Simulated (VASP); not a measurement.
Computed with LDA (Ceperley-Alder, Perdew-Zunger), VASP's LDA PAW potentials (set 64) (plane waves; VASP).

The input files of a VASP run:

**KPOINTS**
```
Automatic
0
Gamma
 8 8 8
0 0 0
```

INCAR:
```
ALGO=Normal
EDIFF=1E-6
EDIFFG=-0.01
ENCUT=400
IBRION=2
ISIF=3
ISMEAR=0
LASPH=.TRUE.
LCHARG=.FALSE.
LMAXMIX=4
LREAL=.FALSE.
LWAVE=.FALSE.
NELM=100
NSW=60
PREC=Accurate
SIGMA=0.05
SYSTEM=ZnS
```

### POSCAR
```
ZnS
1.0
  0.0000000000   2.6492611861   2.6492611861
  2.6492611861   0.0000000000   2.6492611861
  2.6492611861   2.6492611861   0.0000000000
Zn S
1 1
Cartesian
  0.0000000000   0.0000000000   0.0000000000
  1.3246305930   1.3246305930   1.3246305930
```

POTCAR, in this order: Zn S (LDA.64 set). Program: vasp_std.

Output

### OUTCAR
```
 ion  position               nearest neighbor table
   1  0.000  0.000  0.000-   2 2.29   2 2.29   2 2.29   2 2.29
   2  0.250  0.250  0.250-   1 2.29   1 2.29   1 2.29   1 2.29
  LATTYP: Found a face centered cubic cell.
 ALAT       =     5.2985223722
 Subroutine PRICEL returns:
 Original cell was already a primitive cell.
 Subroutine GETGRP returns: Found 24 space group operations
The static configuration has the point symmetry T_d .
The dynamic configuration has the point symmetry T_d .
 Subroutine INISYM returns: Found 24 space group operations
 Subroutine IBZKPT returns following result:
 Found     29 irreducible k-points:

 Following reciprocal coordinates:
            Coordinates               Weight
  0.000000  0.000000  0.000000      1.000000
  0.125000  0.000000  0.000000      8.000000
  0.250000  0.000000  0.000000      8.000000
  0.375000  0.000000  0.000000      8.000000
  0.500000  0.000000  0.000000      4.000000
  0.125000  0.125000  0.000000      6.000000
  0.250000  0.125000  0.000000     24.000000
  0.375000  0.125000  0.000000     24.000000
  0.500000  0.125000  0.000000     24.000000
...
```

**OSZICAR**
```
       N       E                     dE             d eps       ncg     rms          rms(c)
DAV:   1     0.773782383170E+02    0.77378E+02   -0.80336E+03   754   0.140E+03
DAV:   2    -0.351539208338E+01   -0.80894E+02   -0.77889E+02   814   0.256E+02
DAV:   3    -0.858414822456E+01   -0.50688E+01   -0.50482E+01   954   0.682E+01
DAV:   4    -0.864353227339E+01   -0.59384E-01   -0.59371E-01   829   0.788E+00
DAV:   5    -0.864447170990E+01   -0.93944E-03   -0.93941E-03   904   0.975E-01    0.791E+00
DAV:   6    -0.823923450967E+01    0.40524E+00   -0.98517E-01  1092   0.388E+01    0.600E+00
DAV:   7    -0.821316182894E+01    0.26073E-01   -0.33901E-01   794   0.632E+00    0.280E+00
DAV:   8    -0.820718781718E+01    0.59740E-02   -0.59552E-03   934   0.108E+00    0.706E-01
DAV:   9    -0.820656481305E+01    0.62300E-03   -0.11528E-03   849   0.358E-01    0.107E-01
DAV:  10    -0.820658441065E+01   -0.19598E-04   -0.89841E-05   829   0.118E-01    0.475E-02
DAV:  11    -0.820658131539E+01    0.30953E-05   -0.75509E-06  1066   0.792E-02    0.530E-03
DAV:  12    -0.820658142723E+01   -0.11183E-06   -0.13803E-06   475   0.101E-02
   1 F= -.82065814E+01 E0= -.82065814E+01  d E =-.820658E+01
```

### OUTCAR
```
------------------------ aborting loop because EDIFF is reached ----------------------------------------
  FORCE on cell =-STRESS in cart. coord.  units (eV):
  Direction    XX          YY          ZZ          XY          YZ          ZX
  --------------------------------------------------------------------------------------
  Total       -0.0175924     -0.0175924     -0.0175924      0.0000000      0.0000000     -0.0000000
  in kB       -0.7579356     -0.7579356     -0.7579356      0.0000000      0.0000000     -0.0000000
  external PRESSURE =      -0.7579356 kB  Pullay stress =       0.0000000 kB
  volume of cell :       37.19
      direct lattice vectors                 reciprocal lattice vectors
     0.000000000  2.649261186  2.649261186    -0.188731863  0.188731863  0.188731863
     2.649261186  0.000000000  2.649261186     0.188731863 -0.188731863  0.188731863
     2.649261186  2.649261186  0.000000000     0.188731863  0.188731863 -0.188731863
  FREE ENERGIE OF THE ION-ELECTRON SYSTEM (eV)
  ---------------------------------------------------
  free  energy   TOTEN  =        -8.2065814272 eV

  energy  without entropy=       -8.2065814272  energy(sigma->0) =       -8.20658143

 reached required accuracy - stopping structural energy minimisation
```
(Selected blocks of OUTCAR.)

The compound is ZnS in the zinc blende structure. It was relaxed first, which changed the volume by -6 %. The start is the result of an earlier pass.
